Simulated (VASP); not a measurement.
Runs of VASP 6.6.1 on CsHgH3. Symmetry: Pm-3m, No. 221, cubic system. The conventional cell has a = 4.319 Å, b = 4.319 Å, c = 4.319 Å, α = 90.00°, β = 90.00°, γ = 90.00°. Cs (site symmetry m-3m) is surrounded by 12 H at 3.05 Å. Hg (site symmetry m-3m) is surrounded by 6 H at 2.16 Å. H (site symmetry 4/mmm) is surrounded by 2 Hg at 2.16 Å. The cell was built by a generator and needn't be a form met in nature.

| task | cell | k mesh | cutoff (eV) | mesh quality | gap on the mesh (eV) | pressure (GPa) |
| --- | --- | --- | --- | --- | --- | --- |
| single point | Pm-3m, 16.11 Å³/atom | 4 × 4 × 4 | 520 | coarse | none | 0.0 |
| relaxation of cell and atoms | relaxed | 10 × 10 × 10 | 600 | not flagged | none | 0.1 |
| single point | Pm-3m, 16.11 Å³/atom | 10 × 10 × 10 | 520 | not flagged | none | 0.2 |
| single point | R3m, 22.62 Å³/atom | 4 × 4 × 4 | 520 | not flagged | none | (a) |
| relaxation of cell and atoms | relaxed | 4 × 4 × 4 | 600 | coarse | none | 0.1 |

Alike in all rows: level PBE; potentials or basis VASP PAW PBE potentials, release 64 (Cs_sv, Hg, H); no spin polarisation; smearing gaussian 0.1 eV.

**Question.** Estimate the missing entries.

**Answer.** (a) -5.6.

Caveats: some runs use coarse meshes; the relaxation stopped at its first step, so nothing moved (some runs).

A k mesh can miss the band edges, and the runs leave out spin-orbit coupling on Cs, Hg.

A gap of «none» marks a metal or a gap under the smearing width.
